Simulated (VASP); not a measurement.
Here is the system:

```xyz
2
Lattice="3.1500 0.0000 0.0000 0.0000 3.1500 0.0000 0.0000 0.0000 3.1500" Properties=species:S:1:pos:R:3 pbc="T T T"
Zn     1.5750     1.5750     1.5750
Au     0.0000     0.0000     0.0000
```

Level of theory: AM05 GGA, VASP's PBE PAW potentials (set 64) (plane waves; VASP). Numerical set-up: 520 eV cut-off, 10×10×10 Γ-centred mesh, first-order Methfessel-Paxton smearing of 0.10 eV, potentials Zn Au.

Energy and stress use the plane-wave basis of the starting cell.

Task: The ions, cell shape and volume are relaxed. What does this cell relax into?

Result: 
```xyz
2
Lattice="3.1255 0.0000 0.0000 0.0000 3.1255 0.0000 0.0000 0.0000 3.1255" Properties=species:S:1:pos:R:3 pbc="T T T"
Zn     1.5628     1.5628     1.5628
Au     0.0000     0.0000     0.0000
```
Space group Pm-3m (221), at a tolerance of 0.03 Å.

Task: How do energy and volume change from the first to the last step?

Result: The energy (σ→0) changes by -3.7 meV/atom and the volume by -2.3 %, in 3 ionic steps.

The compound is AuZn in the CsCl type structure. This run relaxes it. Symmetry was kept, so distortions that lower it aren't found. The electron count is odd and the run is not spin-polarised, which forces a metal.
